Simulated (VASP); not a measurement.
OSZICAR of a VASP run on PbO (litharge):

### OSZICAR
```
       N       E                     dE             d eps       ncg     rms          rms(c)
DAV:   1     0.455619212877E+03    0.45562E+03   -0.20253E+04   864   0.196E+03
DAV:   2     0.376048291103E+02   -0.41801E+03   -0.41113E+03   896   0.498E+02
DAV:   3    -0.240160626820E+02   -0.61621E+02   -0.59849E+02  1208   0.195E+02
DAV:   4    -0.262198955973E+02   -0.22038E+01   -0.22017E+01   936   0.418E+01
DAV:   5    -0.263000483515E+02   -0.80153E-01   -0.80146E-01  1232   0.763E+00    0.125E+01
DAV:   6    -0.217429696239E+02    0.45571E+01   -0.37967E+01  1376   0.453E+01    0.584E+00
DAV:   7    -0.215088794849E+02    0.23409E+00   -0.37211E+00  1120   0.146E+01    0.258E+00
DAV:   8    -0.215122410451E+02   -0.33616E-02   -0.89267E-01  1168   0.669E+00    0.132E+00
DAV:   9    -0.214804529391E+02    0.31788E-01   -0.17453E-01  1328   0.354E+00    0.309E-01
DAV:  10    -0.214827191826E+02   -0.22662E-02   -0.20278E-02   968   0.880E-01    0.731E-02
DAV:  11    -0.214827963226E+02   -0.77140E-04   -0.27808E-03  1416   0.416E-01    0.918E-02
DAV:  12    -0.214826946524E+02    0.10167E-03   -0.42467E-04  1248   0.237E-01    0.385E-02
DAV:  13    -0.214826854132E+02    0.92392E-05   -0.12815E-04  1232   0.805E-02    0.649E-03
DAV:  14    -0.214826851482E+02    0.26501E-06   -0.17600E-05  1192   0.494E-02    0.547E-03
DAV:  15    -0.214826839590E+02    0.11892E-05   -0.52865E-06   968   0.311E-02    0.161E-03
DAV:  16    -0.214826841823E+02   -0.22321E-06   -0.36468E-07   536   0.629E-03
   1 F= -.21482684E+02 E0= -.21482684E+02  d E =-.266464E-12
```

Question: Which electronic solver shows in the log?

Answer: It is blocked Davidson (ALGO = Normal, or the opening steps of other solvers). The INCAR had ALGO = Normal.

Question: Can the final energy be trusted as converged?

Answer: The calculation finished and met its thresholds. It stopped with EDIFF = 1E-6, NELM = 100 (PBE GGA, plane waves, VASP's PBE PAW potentials (set 64)).

The compound is PbO in the litharge structure. The cell was not relaxed at this level.
